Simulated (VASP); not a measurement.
An input for Ansatz (written as the equivalent of a VASP run, and not itself run):

Ansatz 0.2 input:
```yaml
crystal:
  lattice:
    - [0.0000000, 1.9924606, 1.9924606]
    - [1.9924606, 0.0000000, 1.9924606]
    - [1.9924606, 1.9924606, 0.0000000]
  atoms:
    - { symbol: Li, position: [0.0000000, 0.0000000, 0.0000000] }
    - { symbol: H, position: [0.5000000, 0.5000000, 0.5000000] }
kpoints:
  mp_grid: { grid: [10, 10, 10] }
hamiltonian:
  xc: r2scan
  dispersion: rvv10
  pseudopotentials: { kind: paw }
scf:
  occupations: { method: gaussian, width: 0.05 }
  max_iter: 100
relax:
  max_steps: 60
  f_tol: 0.01
  cell: {}
output: { forces: true, stress: true, eigenvalues: true }
```

Question: Translate this input to VASP (INCAR, KPOINTS, POSCAR, choice of POTCAR).

Answer: Several could match; the one computed here: 
### KPOINTS
```
Automatic mesh
0
gamma
 10 10 10
0 0 0
```

### POSCAR
```
LiH
1
    0.0000000000     1.9924606372     1.9924606372
    1.9924606372    -0.0000000000     1.9924606372
    1.9924606372     1.9924606372    -0.0000000000
Li H
1 1
Direct
  0.0000000000   0.0000000000   0.0000000000
  0.5000000000   0.5000000000   0.5000000000
```

INCAR:
```
ALGO = Normal
BPARAM = 11.95
CPARAM = 0.0093
EDIFF = 1E-6
EDIFFG = -0.01
ENCUT = 520
IBRION = 2
ISIF = 3
ISMEAR = 0
LASPH = .TRUE.
LCHARG = .FALSE.
LMIXTAU = .TRUE.
LREAL = .FALSE.
LUSE_VDW = .TRUE.
LWAVE = .FALSE.
METAGGA = R2SCAN
NELM = 100
NSW = 60
PREC = Accurate
SIGMA = 0.05
SYSTEM = LiH
```

POTCAR, in this order: Li_sv H (PBE.64 set). Program: vasp_std.

The two are equivalent in intent, not identical: each code has its own PAW files, so the cut-off isn't converted (ENCUT is set for VASP's; basis.ecutwfc is left out, and Ansatz then takes the one that its files recommend); Ansatz stops its SCF on the density residual and VASP on the energy change (EDIFF).

The compound is LiH in the rock salt structure. It was relaxed first, which changed the volume by -7 %. The start is the result of an earlier pass.
